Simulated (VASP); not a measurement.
Computed with PBE GGA with D3 dispersion (zero damping), VASP's PBE PAW potentials (set 64) (plane waves; VASP).

VASP input:

### KPOINTS
```
kpoints
0
G
  7 7 7
```

### INCAR
```
LMAXMIX = 4   ! l cut-off of mixed one-centre charges
NELM = 100
EDIFF = 1E-7   ! SCF stop (eV)
LWAVE = .False.
ISMEAR = 0   ! Gaussian
ALGO = Normal   ! blocked Davidson
SIGMA = 0.05   ! width (eV)
GGA = PE   ! PBE
SYSTEM = KI
LASPH = .True.   ! aspherical one-centre terms
ENCUT = 520
PREC = Accurate
IVDW = 11   ! D3, zero damping
ISIF = 2
LREAL = .False.   ! projection in real space or not
LCHARG = .False.
```

### POSCAR
```
KI
1
    0.0000000000     3.5115454040     3.5115454040
    3.5115454040     0.0000000000     3.5115454040
    3.5115454040     3.5115454040     0.0000000000
K I
1 1
Direct
  0.0000000000   0.0000000000   0.0000000000
  0.5000000000   0.5000000000   0.5000000000
```

POTCAR, in this order: K_sv I (PBE.64 set). Program: vasp_std.

What VASP printed:

**OSZICAR**
```
       N       E                     dE             d eps       ncg     rms          rms(c)
DAV:   1     0.908526096966E+02    0.90853E+02   -0.66301E+03   480   0.114E+03
DAV:   2    -0.588710301552E-01   -0.90911E+02   -0.85235E+02   592   0.248E+02
DAV:   3    -0.535668272240E+01   -0.52978E+01   -0.52778E+01   612   0.549E+01
DAV:   4    -0.562600820732E+01   -0.26933E+00   -0.26904E+00   900   0.113E+01
DAV:   5    -0.562684927143E+01   -0.84106E-03   -0.84104E-03   608   0.685E-01    0.316E+00
DAV:   6    -0.554686434692E+01    0.79985E-01   -0.11755E-01   592   0.221E+00    0.227E+00
DAV:   7    -0.554332928842E+01    0.35351E-02   -0.13259E-01   596   0.212E+00    0.806E-01
DAV:   8    -0.554834231041E+01   -0.50130E-02   -0.14914E-02   616   0.915E-01    0.111E-01
DAV:   9    -0.554874650054E+01   -0.40419E-03   -0.85523E-04   616   0.197E-01    0.702E-02
DAV:  10    -0.554897712457E+01   -0.23062E-03   -0.23481E-04   568   0.106E-01    0.246E-02
DAV:  11    -0.554899617069E+01   -0.19046E-04   -0.40217E-05   604   0.394E-02    0.119E-02
DAV:  12    -0.554899724344E+01   -0.10727E-05   -0.48804E-06   592   0.190E-02    0.127E-02
DAV:  13    -0.554899768008E+01   -0.43664E-06   -0.11971E-06   600   0.754E-03    0.432E-03
DAV:  14    -0.554899750142E+01    0.17866E-06   -0.96788E-08   456   0.292E-03    0.271E-04
DAV:  15    -0.554899749950E+01    0.19195E-08   -0.16488E-08   396   0.113E-03
   1 F= -.59640655E+01 E0= -.59640655E+01  d E =-.871297E-11
```

**OUTCAR**
```
------------------------ aborting loop because EDIFF is reached ----------------------------------------
 Edisp (eV)   -0.41507
  FORCE on cell =-STRESS in cart. coord.  units (eV):
  Direction    XX          YY          ZZ          XY          YZ          ZX
  --------------------------------------------------------------------------------------
  Total       0.21168     0.21168     0.21168     0.00000     0.00000     0.00000
  in kB       3.91621     3.91621     3.91621     0.00000     0.00000     0.00000
  external pressure =        3.92 kB  Pullay stress =        0.00 kB
  volume of cell :       86.60
      direct lattice vectors                 reciprocal lattice vectors
     0.000000000  3.511545404  3.511545404    -0.142387451  0.142387451  0.142387451
     3.511545404  0.000000000  3.511545404     0.142387451 -0.142387451  0.142387451
     3.511545404  3.511545404  0.000000000     0.142387451  0.142387451 -0.142387451
  FREE ENERGIE OF THE ION-ELECTRON SYSTEM (eV)
  ---------------------------------------------------
  free  energy   TOTEN  =        -5.9640655235 eV

  energy  without entropy=       -5.9640655235  energy(sigma->0) =       -5.96406552
```
(Selected blocks of OUTCAR.)

The compound is KI in the rock salt structure. This cell is one point of a volume scan, at 0.97 of the reference volume.
